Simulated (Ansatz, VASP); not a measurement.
**Two plane-wave programs on B12Ru**

INCAR

```
SYSTEM = B12Ru
PREC = Accurate
ENCUT = 520
EDIFF = 1E-6
ISMEAR = 0
SIGMA = 0.1
LREAL = .False.
LASPH = .True.
NELM = 100
ALGO = Normal
ISIF = 2
LWAVE = .False.
LCHARG = .False.
GGA = PE
NBANDS = 37
```

The input KPOINTS:

```
regular mesh
0
Gamma
  10 10 10
  0 0 0
```

POSCAR

```
B12Ru
1.0
    0.0000000000      3.6915273358      3.6915273358
    3.6915273358      0.0000000000      3.6915273358
    3.6915273358      3.6915273358      0.0000000000
B Ru
12 1
Direct
    0.5000000000      0.5000000000      0.8411088528
    0.1588911472      0.5000000000      0.8411088528
    0.5000000000      0.1588911472      0.8411088528
    0.1588911472      0.8411088528      0.5000000000
    0.5000000000      0.8411088528      0.5000000000
    0.5000000000      0.8411088528      0.1588911472
    0.8411088528      0.1588911472      0.5000000000
    0.8411088528      0.5000000000      0.1588911472
    0.8411088528      0.5000000000      0.5000000000
    0.5000000000      0.5000000000      0.1588911472
    0.5000000000      0.1588911472      0.5000000000
    0.1588911472      0.5000000000      0.5000000000
    0.0000000000      0.0000000000      0.0000000000
```

Input for Ansatz:

```yaml
crystal:
  lattice:
    - [0.0, 3.6915273358, 3.6915273358]
    - [3.6915273358, 0.0, 3.6915273358]
    - [3.6915273358, 3.6915273358, 0.0]
  atoms:
    - { symbol: B, position: [0.5, 0.5, 0.8411088528] }
    - { symbol: B, position: [0.1588911472, 0.5, 0.8411088528] }
    - { symbol: B, position: [0.5, 0.1588911472, 0.8411088528] }
    - { symbol: B, position: [0.1588911472, 0.8411088528, 0.5] }
    - { symbol: B, position: [0.5, 0.8411088528, 0.5] }
    - { symbol: B, position: [0.5, 0.8411088528, 0.1588911472] }
    - { symbol: B, position: [0.8411088528, 0.1588911472, 0.5] }
    - { symbol: B, position: [0.8411088528, 0.5, 0.1588911472] }
    - { symbol: B, position: [0.8411088528, 0.5, 0.5] }
    - { symbol: B, position: [0.5, 0.5, 0.1588911472] }
    - { symbol: B, position: [0.5, 0.1588911472, 0.5] }
    - { symbol: B, position: [0.1588911472, 0.5, 0.5] }
    - { symbol: Ru, position: [0.0, 0.0, 0.0] }
basis:
  ecutwfc: 420
kpoints:
  mp_grid: { grid: [10, 10, 10] }
  band_path:
    path:
      - [[0.0, 0.0, 0.0], [0.5, 0.0, 0.5], [0.625, 0.25, 0.625]]
      - [[0.375, 0.375, 0.75], [0.0, 0.0, 0.0], [0.5, 0.5, 0.5], [0.5, 0.25, 0.75], [0.5, 0.0, 0.5]]
    npoints: 10
hamiltonian:
  xc: pbe
scf:
  occupations: { method: gaussian, width: 0.1 }
  n_extra_bands: 32
output:
  forces: true
  stress: true
  eigenvalues: true
  populations: true
  dos: { projected: true, de: 0.02, nscf_kmesh: { grid: [12, 12, 12] } }
  bader: false
  write_density: true
  write_potential: true
  elf: true
  volumetric_format: npy
```

The cell was built by a generator and needn't be a form met in nature.

Alike in both runs: task single point; functional PBE; k mesh 10 × 10 × 10; occupations gaussian, width 0.1 eV; no spin polarisation.

```csv
,VASP,Ansatz
version,VASP 6.6.1,Ansatz 0.2.0
potentials or method,"VASP PAW PBE potentials, release 64 (B, Ru_pv)","scalar-relativistic, plane waves, PAW"
plane-wave cutoff (eV),520,420
valence electrons in the cell,50,52
```

```tsv
	VASP	Ansatz	Ansatz less VASP
gap on the k mesh at the Fermi level (eV)	none	none	-
pressure (GPa)	0.0	0.0	+0.02
rms of the force components (eV/Å)	0.004	0.004	-0.0001
```

Atom by atom the forces differ by 0.000 eV/Å (rms over components). A gap of «none» marks a metal or a gap that the smearing closes. The two sets of potentials don't hold the same shells in valence.
